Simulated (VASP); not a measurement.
Consider the following.

```xyz
1
Lattice="0.0000 1.7816 1.7816 1.7816 0.0000 1.7816 1.7816 1.7816 0.0000" Properties=species:S:1:pos:R:3 pbc="T T T"
Cu     0.0000     0.0000     0.0000
```

Method: PBEsol GGA, VASP's PBE PAW potentials (set 64) (plane waves; VASP 6.6.1). Settings: 400 eV cut-off, Gaussian smearing of 0.050 eV, potentials Cu.

Q: Give the energies of bands 1 to 7 at the high-symmetry points, in eV from the Fermi level.

A: 
```
band      Γ      X      U      L      W
----  -----  -----  -----  -----  -----
1     -9.76  -5.18  -4.57  -5.38  -4.40
2     -3.19  -4.69  -4.32  -3.23  -3.75
3     -3.19  -1.72  -2.93  -3.23  -3.75
4     -3.19  -1.55  -2.17  -1.70  -2.35
5     -2.31  -1.55  -1.76  -1.70  -1.55
6     -2.31   1.39   4.37  -1.20   6.30
7     22.89   7.37   5.83   3.92   6.30
```

It has no gap at this level: it comes out as a metal or semimetal.

The compound is Cu in the fcc structure. It was relaxed first.
